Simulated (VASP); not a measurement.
OSZICAR of a VASP run on ZnO (wurtzite):

File OSZICAR:
```
       N       E                     dE             d eps       ncg     rms          rms(c)
DAV:   1     0.310539224998E+03    0.31054E+03   -0.20905E+04  1320   0.269E+03
DAV:   2     0.126142302151E+02   -0.29792E+03   -0.28735E+03  1392   0.479E+02
DAV:   3    -0.203885604862E+02   -0.33003E+02   -0.32743E+02  1560   0.164E+02
DAV:   4    -0.210708802832E+02   -0.68232E+00   -0.68168E+00  1470   0.251E+01
DAV:   5    -0.210760369289E+02   -0.51566E-02   -0.51564E-02  1500   0.210E+00    0.150E+01
DAV:   6    -0.177004866098E+02    0.33756E+01   -0.11824E+01  2286   0.731E+01    0.924E+00
DAV:   7    -0.178702781477E+02   -0.16979E+00   -0.26467E+00  1384   0.197E+01    0.549E+00
DAV:   8    -0.178951873182E+02   -0.24909E-01   -0.79841E-01  1992   0.923E+00    0.180E+00
DAV:   9    -0.178325199591E+02    0.62667E-01   -0.18530E-01  2084   0.798E+00    0.330E-01
DAV:  10    -0.178362658596E+02   -0.37459E-02   -0.56332E-02  1338   0.175E+00    0.161E-01
DAV:  11    -0.178361703821E+02    0.95477E-04   -0.18003E-03  1878   0.694E-01    0.401E-02
DAV:  12    -0.178362309858E+02   -0.60604E-04   -0.23492E-04  1938   0.354E-01    0.339E-02
DAV:  13    -0.178362263147E+02    0.46711E-05   -0.42887E-05  1696   0.149E-01    0.124E-02
DAV:  14    -0.178362275246E+02   -0.12099E-05   -0.17538E-05  1440   0.377E-02    0.546E-03
DAV:  15    -0.178362268983E+02    0.62625E-06   -0.18542E-06   976   0.123E-02
   1 F= -.14851451E+02 E0= -.14851451E+02  d E =-.148515E+02
       N       E                     dE             d eps       ncg     rms          rms(c)
DAV:   1    -0.188628725170E+02   -0.10266E+01   -0.16629E+01  1572   0.809E+01    0.803E+00
DAV:   2    -0.178004101863E+02    0.10625E+01   -0.43436E+00  1532   0.461E+01    0.282E+00
DAV:   3    -0.177243580036E+02    0.76052E-01   -0.12797E-01  1618   0.381E+00    0.150E+00
DAV:   4    -0.176907037956E+02    0.33654E-01   -0.31737E-02  2450   0.376E+00    0.254E-01
DAV:   5    -0.176904737728E+02    0.23002E-03   -0.11000E-02  1368   0.102E+00    0.130E-01
DAV:   6    -0.176903205676E+02    0.15321E-03   -0.88249E-04  1488   0.251E-01    0.526E-02
DAV:   7    -0.176903212969E+02   -0.72925E-06   -0.76097E-05  1580   0.233E-01    0.222E-02
DAV:   8    -0.176903189386E+02    0.23582E-05   -0.34727E-05  1592   0.644E-02    0.327E-03
DAV:   9    -0.176903188322E+02    0.10648E-06   -0.92977E-07   882   0.178E-02
   2 F= -.14861575E+02 E0= -.14861575E+02  d E =-.101237E-01
       N       E                     dE             d eps       ncg     rms          rms(c)
DAV:   1    -0.179680203306E+02   -0.27770E+00   -0.30045E+00  1524   0.357E+01    0.323E+00
DAV:   2    -0.177912063584E+02    0.17681E+00   -0.62973E-01  1640   0.177E+01    0.126E+00
DAV:   3    -0.177746489993E+02    0.16557E-01   -0.15887E-02  1800   0.366E+00    0.694E-01
DAV:   4    -0.177685701366E+02    0.60789E-02   -0.64808E-03  2220   0.154E+00    0.701E-02
DAV:   5    -0.177686303636E+02   -0.60227E-04   -0.17642E-03  1386   0.422E-01    0.335E-02
DAV:   6    -0.177686333284E+02   -0.29648E-05   -0.13113E-04  1774   0.132E-01    0.909E-03
DAV:   7    -0.177686389668E+02   -0.56384E-05   -0.31741E-05  1526   0.612E-02    0.144E-02
DAV:   8    -0.177686376480E+02    0.13188E-05   -0.14657E-05  1694   0.472E-02    0.164E-03
DAV:   9    -0.177686376639E+02   -0.15931E-07   -0.38924E-07   684   0.592E-03
   3 F= -.14874724E+02 E0= -.14874724E+02  d E =-.232723E-01
```

Q: Which electronic solver shows in the log?

A: It is blocked Davidson (ALGO = Normal, or the opening steps of other solvers). The INCAR had ALGO = Normal.

Q: Can the final energy be trusted as converged?

A: The run converged. It stopped with EDIFF = 1E-6, NELM = 100, NSW = 40 and EDIFFG = -0.02 after 3 ionic steps (PBE GGA, plane waves, VASP's PBE PAW potentials (set 64)). Energy and stress use the plane-wave basis of the starting cell.

The compound is ZnO in the wurtzite structure. This run relaxes it under an external pressure of 10 GPa. Symmetry was kept, so distortions that lower it aren't found.
